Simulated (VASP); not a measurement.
The system is GaH6.

```xyz
7
Lattice="-2.5584 2.5584 2.5584 2.5584 -2.5584 2.5584 2.5584 2.5584 -2.5584" Properties=species:S:1:pos:R:3 pbc="T T T"
Ga    0.0000    0.0000    0.0000
H     1.2792    0.0000    2.5584
H     1.2792    2.5584    0.0000
H     2.5584    1.2792    0.0000
H     0.0000    1.2792    2.5584
H     0.0000    2.5584    1.2792
H     2.5584    0.0000    1.2792
```

The cell was built by a generator and needn't be a form met in nature.

The cell isn't the ideal one: random cell by space group and Wyckoff sites (Im-3m, No. 229).

- Program: VASP 6.6.1
- Task: relaxation of cell and atoms
- Functional: PBE
- Potentials or basis: VASP PAW PBE potentials, release 64 (Ga_d, H)
- Cutoff: 600 eV
- k mesh: 6 × 6 × 6
- Occupations: gaussian, width 0.1 eV
- Spin: no spin polarisation

At the start: pressure -12.9 GPa; volume 9.57 Å³/atom.

**Question.** Where does the relaxation end?

**Answer.** Over 5 steps the energy falls by 259.0 meV/atom and the volume is 5.49 Å³/atom (-42.6 %); space group Im-3m (No. 229, to 0.05 Å).

Step by step:
```
step  energy change (eV)  largest force (eV/Å)  pressure (GPa)  volume (Å³)
   1              0.0000                0.0000          -12.89        66.99
   2             -0.5781                0.0000          -12.78        59.80
   3             -1.7624                0.0000           -4.86        41.35
   4             -1.7764                0.0000            5.23        35.82
   5             -1.8131                0.0000           -0.40        38.42
```

Final structure:
```
Ga H
1.0
    -2.12568    2.12568    2.12568
     2.12568   -2.12568    2.12568
     2.12568    2.12568   -2.12568
Ga H
1 6
Direct
  0.00000 0.00000 0.00000
  0.50000 0.75000 0.25000
  0.50000 0.25000 0.75000
  0.25000 0.50000 0.75000
  0.75000 0.50000 0.25000
  0.75000 0.25000 0.50000
  0.25000 0.75000 0.50000
```

Caveat: the volume moved by over 15 % at a fixed basis, so the end points are rough.
